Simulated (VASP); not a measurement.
Consider the following.

```cif
data_AlNi
_chemical_formula_sum 'Al1 Ni1'
_space_group_name_H-M_alt 'Pm-3m'
_space_group_IT_number 221
_space_group_name_Hall '-P 4 2 3'
_cell_length_a 2.89269
_cell_length_b 2.89269
_cell_length_c 2.89269
_cell_angle_alpha 90.000
_cell_angle_beta 90.000
_cell_angle_gamma 90.000
loop_
_atom_site_label
_atom_site_type_symbol
_atom_site_symmetry_multiplicity
_atom_site_Wyckoff_symbol
_atom_site_fract_x
_atom_site_fract_y
_atom_site_fract_z
_atom_site_occupancy
Al1 Al 1 b 0.50000 0.50000 0.50000 1
Ni1 Ni 1 a 0.00000 0.00000 0.00000 1
```

These are PBE GGA, VASP's PBE PAW potentials (set 64) (plane waves; VASP) values and carry that method's errors. Numerical set-up: 480 eV cut-off, 12×12×12 Γ-centred mesh, first-order Methfessel-Paxton smearing of 0.10 eV, potentials Al Ni.

Each relaxation starts from this cell; other phases were not tried.

Problem. The cell is relaxed at 1 GPa. What happens?

Solution. The volume per atom goes from 12.10 to 12.03 Å³ (-0.6 %), and the cell becomes a = 2.887 Å, b = 2.887 Å, c = 2.887 Å, α = 90.00°, β = 90.00°, γ = 90.00°, space group Pm-3m.

Problem. The cell is relaxed at 10 GPa. What happens?

Solution. The volume per atom goes from 12.10 to 11.46 Å³ (-5.3 %), and the cell becomes a = 2.8405 Å, b = 2.8405 Å, c = 2.8405 Å, α = 90.00°, β = 90.00°, γ = 90.00°, space group Pm-3m.

Failed runs are left out, and for metals the shear rows, which the mesh's noise covers.

The compound is NiAl in the CsCl type structure. The run is not spin-polarised, so no magnetic state was tried. The electron count is odd and the run is not spin-polarised, which forces a metal.
